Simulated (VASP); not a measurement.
Method: PBEsol GGA, VASP's PBE PAW potentials (set 64) (plane waves; VASP).

The input files of a VASP run:

**POSCAR**
```
KTaO3
1
    3.9900000000     0.0000000000     0.0000000000
    0.0000000000     3.9900000000     0.0000000000
    0.0000000000     0.0000000000     3.9900000000
K Ta O
1 1 3
Direct
  0.0000000000   0.0000000000   0.0000000000
  0.5000000000   0.5000000000   0.5000000000
  0.5000000000   0.0000000000   0.5000000000
  0.0000000000   0.5000000000   0.5000000000
  0.5000000000   0.5000000000   0.0000000000
```

### INCAR
```
! general
SYSTEM  = KTaO3
PREC    = Accurate
ENCUT   = 620   ! plane-wave cut-off (eV)
LREAL   = .FALSE.
LASPH   = .TRUE.   ! aspherical one-centre terms

! electronic loop
EDIFF   = 1E-6   ! SCF stop (eV)
NELM    = 100   ! most electronic steps
ALGO    = Normal   ! blocked Davidson
LMAXMIX = 6

! smearing
ISMEAR  = 0   ! Gaussian
SIGMA   = 0.05   ! width (eV)

! functional
GGA     = PS

! ions
IBRION  = 2   ! conjugate gradients
NSW     = 40   ! most ionic steps
ISIF    = 3   ! ions, shape and volume
EDIFFG  = -0.02   ! ionic stop
PSTRESS = 50

! output
LWAVE   = .FALSE.
LCHARG  = .FALSE.
```

KPOINTS:
```
Automatic mesh
0
Gamma
6 6 6
0 0 0
```

POTCAR, in this order: K_sv Ta_pv O (PBE.64 set). Program: vasp_std.

Output of the run:

### OUTCAR
```
 ion  position               nearest neighbor table
   1  0.000  0.000  0.000-   3 2.82   4 2.82   5 2.82   3 2.82   4 2.82   4 2.82   5 2.82   4 2.82
                             3 2.82   5 2.82   3 2.82   5 2.82   2 3.46   2 3.46   2 3.46   2 3.46
   2  0.500  0.500  0.500-   3 2.00   4 2.00   5 2.00   5 2.00   3 2.00   4 2.00   1 3.46   1 3.46
                             1 3.46   1 3.46   1 3.46   1 3.46   1 3.46   1 3.46
   3  0.500  0.000  0.500-   2 2.00   2 2.00   1 2.82   1 2.82   1 2.82   1 2.82
   4  0.000  0.500  0.500-   2 2.00   2 2.00   1 2.82   1 2.82   1 2.82   1 2.82
   5  0.500  0.500  0.000-   2 2.00   2 2.00   1 2.82   1 2.82   1 2.82   1 2.82
  LATTYP: Found a simple cubic cell.
 ALAT       =     3.9900000000
 Subroutine PRICEL returns:
 Original cell was already a primitive cell.
 Subroutine GETGRP returns: Found 48 space group operations
The static configuration has the point symmetry O_h .
The dynamic configuration has the point symmetry O_h .
 Subroutine INISYM returns: Found 48 space group operations
 Subroutine IBZKPT returns following result:
 Found     20 irreducible k-points:

 Following reciprocal coordinates:
            Coordinates               Weight
  0.000000  0.000000  0.000000      1.000000
  0.166667  0.000000  0.000000      6.000000
  0.333333  0.000000  0.000000      6.000000
  0.500000  0.000000  0.000000      3.000000
  0.166667  0.166667  0.000000     12.000000
  0.333333  0.166667  0.000000     24.000000
  0.500000  0.166667  0.000000     12.000000
  0.333333  0.333333  0.000000     12.000000
  0.500000  0.333333  0.000000     12.000000
  0.500000  0.500000  0.000000      3.000000
  0.166667  0.166667  0.166667      8.000000
  0.333333  0.166667  0.166667     24.000000
  0.500000  0.166667  0.166667     12.000000
  0.333333  0.333333  0.166667     24.000000
  0.500000  0.333333  0.166667     24.000000
  0.500000  0.500000  0.166667      6.000000
  0.333333  0.333333  0.333333      8.000000
  0.500000  0.333333  0.333333     12.000000
  0.500000  0.500000  0.333333      6.000000
...
```

File OSZICAR:
```
       N       E                     dE             d eps       ncg     rms          rms(c)
DAV:   1     0.357402967065E+03    0.35740E+03   -0.24113E+04   920   0.194E+03
DAV:   2    -0.304415162300E+02   -0.38784E+03   -0.38042E+03  1117   0.477E+02
DAV:   3    -0.502849215899E+02   -0.19843E+02   -0.19798E+02  1179   0.105E+02
DAV:   4    -0.507399774565E+02   -0.45506E+00   -0.45478E+00  1577   0.141E+01
DAV:   5    -0.507424077072E+02   -0.24303E-02   -0.24300E-02  1172   0.105E+00    0.357E+01
DAV:   6    -0.431872318265E+02    0.75552E+01   -0.39102E+01  1110   0.443E+01    0.146E+01
DAV:   7    -0.430021620500E+02    0.18507E+00   -0.21862E+00  1213   0.101E+01    0.920E+00
DAV:   8    -0.429370199212E+02    0.65142E-01   -0.35059E-01  1206   0.512E+00    0.122E+00
DAV:   9    -0.429302989867E+02    0.67209E-02   -0.24706E-02  1217   0.119E+00    0.218E-01
DAV:  10    -0.429295453411E+02    0.75365E-03   -0.76123E-03  1297   0.656E-01    0.519E-02
DAV:  11    -0.429295575867E+02   -0.12246E-04   -0.42392E-04  1236   0.169E-01    0.303E-02
DAV:  12    -0.429295772718E+02   -0.19685E-04   -0.33951E-05  1395   0.442E-02    0.915E-03
DAV:  13    -0.429295766845E+02    0.58728E-06   -0.57078E-06  1036   0.164E-02
   1 F= -.40947237E+02 E0= -.40947237E+02  d E =-.409472E+02
       N       E                     dE             d eps       ncg     rms          rms(c)
DAV:   1    -0.435330484705E+02   -0.60347E+00   -0.22187E+01  1011   0.458E+01    0.832E+00
DAV:   2    -0.429096835142E+02    0.62336E+00   -0.21196E+00  1032   0.110E+01    0.400E+00
DAV:   3    -0.427875610952E+02    0.12212E+00   -0.24097E-01  1321   0.475E+00    0.111E+00
DAV:   4    -0.427796260288E+02    0.79351E-02   -0.50676E-02  1388   0.163E+00    0.601E-01
DAV:   5    -0.427812868558E+02   -0.16608E-02   -0.74632E-03  1416   0.520E-01    0.112E-01
DAV:   6    -0.427812369291E+02    0.49927E-04   -0.99636E-04  1400   0.217E-01    0.652E-02
DAV:   7    -0.427813020738E+02   -0.65145E-04   -0.70945E-05  1500   0.681E-02    0.943E-03
DAV:   8    -0.427813004503E+02    0.16235E-05   -0.43734E-06  1117   0.197E-02    0.409E-03
DAV:   9    -0.427813013135E+02   -0.86321E-06   -0.32861E-07   698   0.619E-03
   2 F= -.40914388E+02 E0= -.40914388E+02  d E =0.328487E-01
       N       E                     dE             d eps       ncg     rms          rms(c)
DAV:   1    -0.431741079299E+02   -0.39281E+00   -0.79420E+00  1025   0.278E+01    0.504E+00
DAV:   2    -0.429561380809E+02    0.21797E+00   -0.75646E-01  1039   0.649E+00    0.244E+00
DAV:   3    -0.429116312463E+02    0.44507E-01   -0.77748E-02  1141   0.278E+00    0.907E-01
DAV:   4    -0.429072501824E+02    0.43811E-02   -0.27277E-02  1313   0.110E+00    0.497E-01
DAV:   5    -0.429076816068E+02   -0.43142E-03   -0.20432E-03  1430   0.269E-01    0.131E-01
DAV:   6    -0.429077321093E+02   -0.50502E-04   -0.55278E-04  1270   0.154E-01    0.376E-02
DAV:   7    -0.429077281395E+02    0.39698E-05   -0.37726E-05  1425   0.372E-02    0.115E-02
DAV:   8    -0.429077267032E+02    0.14363E-05   -0.22650E-06   997   0.105E-02    0.304E-03
DAV:   9    -0.429077271251E+02   -0.42195E-06   -0.17246E-07   628   0.354E-03
   3 F= -.40972230E+02 E0= -.40972230E+02  d E =-.249931E-01
```

File OUTCAR:
```
------------------------ aborting loop because EDIFF is reached ----------------------------------------
  FORCE on cell =-STRESS in cart. coord.  units (eV):
  Direction    XX          YY          ZZ          XY          YZ          ZX
  --------------------------------------------------------------------------------------
  Total        1.9171027      1.9171027      1.9171027     -0.0000000      0.0000000     -0.0000000
  in kB       49.5248117     49.5248117     49.5248117     -0.0000000      0.0000000     -0.0000000
  external PRESSURE =      -0.4751883 kB  Pullay stress =      50.0000000 kB
  volume of cell :       62.02
      direct lattice vectors                 reciprocal lattice vectors
     3.958321261 -0.000000000 -0.000000000     0.252632349  0.000000000 -0.000000000
    -0.000000000  3.958321261 -0.000000000     0.000000000  0.252632349 -0.000000000
     0.000000000  0.000000000  3.958321261     0.000000000  0.000000000  0.252632349
 POSITION                                       TOTAL-FORCE (eV/Angst)
 -----------------------------------------------------------------------------------
      0.00000      0.00000      0.00000        -0.000000      0.000000      0.000000
      1.97916      1.97916      1.97916         0.000000      0.000000      0.000000
      1.97916      0.00000      1.97916        -0.000000     -0.000000      0.000000
      0.00000      1.97916      1.97916         0.000000      0.000000      0.000000
      1.97916      1.97916     -0.00000        -0.000000      0.000000      0.000000
 -----------------------------------------------------------------------------------
    total drift:                                0.000000     -0.000000     -0.000000
  FREE ENERGIE OF THE ION-ELECTRON SYSTEM (eV)
  ---------------------------------------------------
  free  energy   TOTEN  =       -42.9077271251 eV

  energy  without entropy=      -42.9077271251  energy(sigma->0) =      -42.90772713
  enthalpy is  TOTEN    =       -40.9722299617 eV   P V=        1.9354971634

 reached required accuracy - stopping structural energy minimisation
```
(Selected blocks of OUTCAR.)

CONTCAR:
```
KTaO3
   1.00000000000000
     3.9583212613287335   -0.0000000000000000   -0.0000000000000000
    -0.0000000000000000    3.9583212613287335   -0.0000000000000000
     0.0000000000000000    0.0000000000000000    3.9583212613287335
  K               Ta              O
     1     1     3
Direct
     0.0000000000000000    0.0000000000000000    0.0000000000000000
     0.5000000000000000    0.5000000000000000    0.5000000000000000
     0.5000000000000000    0.0000000000000000    0.5000000000000000
     0.0000000000000000    0.5000000000000000    0.5000000000000000
     0.5000000000000000    0.5000000000000000    0.0000000000000000
```

**OUTCAR**
```
 val. band max:        1.8171676744   @ k =   0.5000   0.5000   0.5000

 cond. band min:       3.9487926452   @ k =   0.0000   0.0000   0.0000


 Fermi energy:         2.1322423371

 k-point     1 :       0.0000    0.0000    0.0000
  band No.  band energies     occupation
      1     -32.1471      2.00000
      2     -32.1471      2.00000
      3     -32.1471      2.00000
      4     -25.2828      2.00000
      5     -15.7504      2.00000
      6     -15.0172      2.00000
      7     -15.0172      2.00000
      8      -8.9168      2.00000
      9      -8.9168      2.00000
     10      -8.9168      2.00000
     11      -0.6169      2.00000
     12      -0.6169      2.00000
     13      -0.6169      2.00000
     14       0.7069      2.00000
     15       0.7069      2.00000
     16       0.7069      2.00000
     17       1.2063      2.00000
     18       1.2063      2.00000
     19       1.2063      2.00000
     20       3.9488      0.00000
     21       3.9488      0.00000
     22       3.9488      0.00000
     23       8.4421      0.00000

 k-point     2 :       0.1667    0.0000    0.0000
  band No.  band energies     occupation
      1     -32.1729      2.00000
      2     -32.1461      2.00000
      3     -32.1461      2.00000
      4     -25.2743      2.00000
      5     -15.6804      2.00000
      6     -15.0108      2.00000
      7     -14.8494      2.00000
      8      -8.9061      2.00000
      9      -8.9061      2.00000
     10      -8.8753      2.00000
     11      -1.3009      2.00000
     12      -0.6587      2.00000
     13      -0.6587      2.00000
     14       0.2932      2.00000
     15       0.2932      2.00000
     16       0.4894      2.00000
     17       0.5744      2.00000
     18       1.0871      2.00000
     19       1.0871      2.00000
     20       3.9907      0.00000
     21       4.7892      0.00000
     22       4.7892      0.00000
     23       8.9019      0.00000

 k-point     3 :       0.3333    0.0000    0.0000
...
```

Energy and stress use the plane-wave basis of the starting cell. Unless said otherwise, spin-orbit coupling is left out, though it shifts the bands of the heavy elements here.

The compound is KTaO3 in the cubic perovskite structure. This run relaxes it under an external pressure of 5 GPa. Symmetry was kept, so distortions that lower it aren't found.
